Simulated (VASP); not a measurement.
Given:

```yaml
crystal:
  lattice:
    - [0.00000, 3.30758, 3.30758]
    - [3.30758, 0.00000, 3.30758]
    - [3.30758, 3.30758, 0.00000]
  atoms:
    - { symbol: Ag, position: [0.00000, 0.00000, 0.00000] }
    - { symbol: I, position: [0.25000, 0.25000, 0.25000] }
```

All values below come from PBE GGA, VASP's PBE PAW potentials (set 64) (plane waves; VASP). Run with 400 eV cut-off, 12×12×12 Γ-centred mesh, Gaussian smearing of 0.010 eV, potentials Ag I.

Task: Give the direction-averaged independent-particle dielectric function (no local fields, no excitons; a broadening of 0.1 eV leaves a tail below the gap, and fine structure carries the noise of the k-mesh).

Result: 
```csv
ħω (eV),ε₁,ε₂
0.00,5.38,0.00
0.10,5.38,0.01
0.30,5.41,0.02
0.50,5.45,0.03
0.70,5.53,0.05
0.90,5.64,0.07
1.10,5.83,0.14
1.30,6.04,0.41
1.40,5.95,0.46
1.60,6.43,0.70
1.80,5.88,1.06
2.00,6.04,1.00
2.20,6.18,1.14
2.40,6.18,1.88
2.60,5.96,1.35
2.80,6.44,1.41
2.90,6.81,2.02
3.10,6.36,2.30
3.30,6.42,2.60
3.50,6.14,3.93
3.70,5.34,3.87
3.90,4.74,3.17
4.10,4.98,3.65
4.30,5.06,3.20
4.40,4.98,3.10
4.60,5.52,2.75
4.80,5.65,3.92
5.00,5.85,3.62
5.20,7.45,5.31
5.40,4.83,7.37
5.60,3.50,6.45
5.80,2.96,5.31
5.90,3.30,4.84
6.10,4.34,5.57
6.30,4.19,6.46
6.50,3.59,8.25
6.70,1.79,8.60
6.90,0.07,7.96
7.10,-0.72,7.15
7.30,-1.49,6.37
```
ε₂ peaks at 3.5 eV (height 3.9), 5.4 eV (height 7.4), 6.7 eV (height 8.6); ε₁(0) averages 5.38, so the electronic refractive index below the gap tends to √5.38 = 2.32.

The compound is AgI in the zinc blende structure, whereas wurtzite is the usual form. It was relaxed first, which changed the volume by +5 %.
